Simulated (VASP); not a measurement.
Input:

```yaml
crystal:
  lattice:
    - [0.00000, 2.39977, 2.39977]
    - [2.39977, 0.00000, 2.39977]
    - [2.39977, 2.39977, 0.00000]
  atoms:
    - { symbol: B, position: [0.00000, 0.00000, 0.00000] }
    - { symbol: As, position: [0.25000, 0.25000, 0.25000] }
```

Computed with vdW-DF-cx, VASP's PBE PAW potentials (set 64) (plane waves; VASP). Settings: 520 eV cut-off, Gaussian smearing of 0.050 eV, potentials B As.

Q: Give the energies of bands 2 to 7 at the high-symmetry points, in eV from the valence-band maximum.

A: 
| band | Γ | X | U | L | W |
|---|---|---|---|---|---|
| 2 | 0.00 | -8.46 | -8.08 | -8.71 | -8.00 |
| 3 | 0.00 | -4.04 | -5.90 | -1.80 | -5.44 |
| 4 | 0.00 | -4.04 | -3.45 | -1.80 | -5.15 |
| 5 | 3.23 | 1.39 | 1.99 | 2.59 | 5.21 |
| 6 | 3.23 | 1.39 | 5.47 | 4.73 | 5.86 |
| 7 | 3.23 | 11.23 | 9.11 | 4.73 | 6.69 |

The gap is indirect, 1.14 eV, from the valence maximum at Γ to the conduction minimum at Γ-X at 0.79.

Measured: gap 1.82 eV (computed value off by -0.68 eV), as given by Wikipedia, List of semiconductor materials.

The compound is BAs in the zinc blende structure. It was relaxed first.
